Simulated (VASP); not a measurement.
Input:

```
CELL_PARAMETERS angstrom
      0.00000     2.01500     2.01500
      2.01500     0.00000     2.01500
      2.01500     2.01500     0.00000
ATOMIC_POSITIONS crystal
  Li 0.00000 0.00000 0.00000
  F  0.50000 0.50000 0.50000
```

These are G0W0 on PBE orbitals, VASP's PBE PAW potentials (set 64) (plane waves; VASP 6.6.1) values and carry that method's errors. Settings: PREC = Normal, 500 eV cut-off, 6×6×6 Γ-centred mesh, Gaussian smearing of 0.010 eV, potentials Li_sv_GW F_GW_new.

The mesh is coarse and the basis finite, so the quasiparticle values are not converged.

NBANDS = 120, ENCUTGW = 180 eV, NOMEGA = 64. The PBE levels (eV) that the step starts from are:

```
state                           KS energy  filling
------------------------------  ---------  -------
k1 (0.00, 0.00, 0.00), band 2      -20.98        2
k1 (0.00, 0.00, 0.00), band 3       -1.02        2
k1 (0.00, 0.00, 0.00), band 4       -1.02        2
k1 (0.00, 0.00, 0.00), band 5       -1.02        2
k1 (0.00, 0.00, 0.00), band 6        8.03        0
k1 (0.00, 0.00, 0.00), band 7       22.91        0
k1 (0.00, 0.00, 0.00), band 8       22.91        0
k1 (0.00, 0.00, 0.00), band 9       22.91        0
k3 (0.33, 0.00, 0.00), band 2      -20.66        2
k3 (0.33, 0.00, 0.00), band 3       -2.98        2
k3 (0.33, 0.00, 0.00), band 4       -1.19        2
k3 (0.33, 0.00, 0.00), band 5       -1.19        2
k3 (0.33, 0.00, 0.00), band 6        9.64        0
k3 (0.33, 0.00, 0.00), band 7       16.03        0
k3 (0.33, 0.00, 0.00), band 8       18.61        0
k3 (0.33, 0.00, 0.00), band 9       18.61        0
k13 (0.50, 0.50, 0.00), band 2     -20.28        2
k13 (0.50, 0.50, 0.00), band 3      -4.01        2
k13 (0.50, 0.50, 0.00), band 4      -2.01        2
k13 (0.50, 0.50, 0.00), band 5      -2.01        2
k13 (0.50, 0.50, 0.00), band 6      13.77        0
k13 (0.50, 0.50, 0.00), band 7      15.45        0
k13 (0.50, 0.50, 0.00), band 8      16.40        0
k13 (0.50, 0.50, 0.00), band 9      19.19        0
```

Problem. Give the quasiparticle energies and renormalisation factors Z.

Solution. 
```csv
state,QP energy (eV),Z
"k1 (0.00, 0.00, 0.00), band 2",-25.25,0.79
"k1 (0.00, 0.00, 0.00), band 3",-3.82,0.81
"k1 (0.00, 0.00, 0.00), band 4",-3.82,0.81
"k1 (0.00, 0.00, 0.00), band 5",-3.82,0.81
"k1 (0.00, 0.00, 0.00), band 6",9.58,0.88
"k1 (0.00, 0.00, 0.00), band 7",25.09,0.86
"k1 (0.00, 0.00, 0.00), band 8",25.09,0.86
"k1 (0.00, 0.00, 0.00), band 9",25.09,0.86
"k3 (0.33, 0.00, 0.00), band 2",-24.76,0.77
"k3 (0.33, 0.00, 0.00), band 3",-6.16,0.81
"k3 (0.33, 0.00, 0.00), band 4",-4.03,0.81
"k3 (0.33, 0.00, 0.00), band 5",-4.03,0.81
"k3 (0.33, 0.00, 0.00), band 6",11.30,0.88
"k3 (0.33, 0.00, 0.00), band 7",18.04,0.86
"k3 (0.33, 0.00, 0.00), band 8",20.55,0.88
"k3 (0.33, 0.00, 0.00), band 9",20.55,0.88
"k13 (0.50, 0.50, 0.00), band 2",-24.33,0.76
"k13 (0.50, 0.50, 0.00), band 3",-7.30,0.81
"k13 (0.50, 0.50, 0.00), band 4",-5.01,0.81
"k13 (0.50, 0.50, 0.00), band 5",-5.01,0.81
"k13 (0.50, 0.50, 0.00), band 6",16.08,0.85
"k13 (0.50, 0.50, 0.00), band 7",16.74,0.88
"k13 (0.50, 0.50, 0.00), band 8",18.19,0.88
"k13 (0.50, 0.50, 0.00), band 9",21.47,0.85
```
On the mesh the gap opens from 9.05 to 13.40 eV.

The compound is LiF in the rock salt structure. The cell was not relaxed at this level. The k-mesh is coarse (spacing up to 0.45 per Å, 2π included), so the numbers may not be converged in it.
